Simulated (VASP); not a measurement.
## PtSe2: single point with PBE+U

The system is PtSe2.

```
Pt Se
1.0
     3.72400    0.00000    0.00000
    -1.86200    3.22508    0.00000
     0.00000    0.00000    5.06200
Pt Se
1 2
Direct
  0.00000 0.00000 0.00000
  0.33333 0.66667 0.25000
  0.66667 0.33333 0.75000
```

| Item | Value |
| --- | --- |
| Program | VASP 6.6.1 |
| Task | single point |
| Functional | PBE |
| Potentials or basis | VASP PAW PBE potentials, release 64 (Pt, Se) |
| Cutoff | 520 eV |
| k mesh | 6 × 6 × 4 |
| Occupations | gaussian, width 0.05 eV |
| Spin | collinear spin, typed start |
| Starting moments | [4.0, 0.0, 0.0] μB |
| Hubbard terms | Pt d U = 8.0 eV |

| Quantity | Value |
| --- | --- |
| Pressure | 0.9 GPa |
| Largest force | 0.139 eV/Å |
| Band gap on the k mesh | none (metal or under the smearing width) |
| Net moment | 0.00 μB per cell |
| Valence electrons inside the program's atomic spheres | Pt 10.12; Se 3.75 |

Forces in eV/Å, atoms in the order of the input:
```
Pt   0.000  0.000  0.000
Se   0.000  0.000  0.139
Se   0.000  0.000 -0.139
```

Stress tensor (GPa, compression positive):
```
0.80 0.00 0.00
0.00 0.80 0.00
0.00 0.00 1.15
```

Levels at points of the mesh, in eV from the Fermi level:
Spin up:
| k point | band 7 | band 8 | band 9 | band 10 | band 11 | band 12 | band 13 | band 14 | band 15 | band 16 |
| --- | --- | --- | --- | --- | --- | --- | --- | --- | --- | --- |
| (0.00, 0.00, 0.00) | -5.83 | -3.63 | -0.70 | -0.70 | 0.67 | 1.36 | 1.36 | 4.09 | 4.61 | 7.87 |
| (0.50, 0.00, 0.00) | -5.18 | -3.81 | -3.46 | -3.41 | -3.14 | 0.54 | 2.30 | 4.81 | 6.39 | 7.17 |
| (0.00, 0.00, 0.50) | -5.86 | -2.68 | -1.97 | -1.17 | -1.17 | 2.21 | 2.21 | 5.39 | 6.48 | 7.39 |
| (0.50, 0.00, 0.50) | -5.48 | -4.90 | -4.34 | -2.40 | -1.04 | 0.89 | 1.43 | 4.93 | 5.21 | 7.58 |
Spin down:
| k point | band 9 | band 10 | band 11 | band 12 | band 13 | band 14 |
| --- | --- | --- | --- | --- | --- | --- |
| (0.00, 0.00, 0.00) | -0.70 | -0.70 | 0.67 | 1.36 | 1.36 | 4.09 |
| (0.50, 0.00, 0.00) | -3.45 | -3.41 | -3.14 | 0.54 | 2.30 | 4.81 |
| (0.00, 0.00, 0.50) | -1.97 | -1.17 | -1.17 | 2.21 | 2.21 | 5.39 |
| (0.50, 0.00, 0.50) | -4.34 | -2.40 | -1.04 | 0.89 | 1.43 | 4.93 |

Eigenvalues of the final occupation matrices:
| site | spin | trace | eigenvalues |
| --- | --- | --- | --- |
| site 1 d | 1 | 4.46 | 0.77 0.77 0.97 0.98 0.98 |
| site 1 d | 2 | 4.46 | 0.77 0.77 0.97 0.98 0.98 |

It took 78 s on 1 thread of AMD EPYC 7R13 Processor (Zen 3), with other jobs on the host, peak memory 0.2 GiB.

The run has no spin-orbit coupling, so splittings on Pt are missing. The state reached can hang on the start; a lower one may exist.
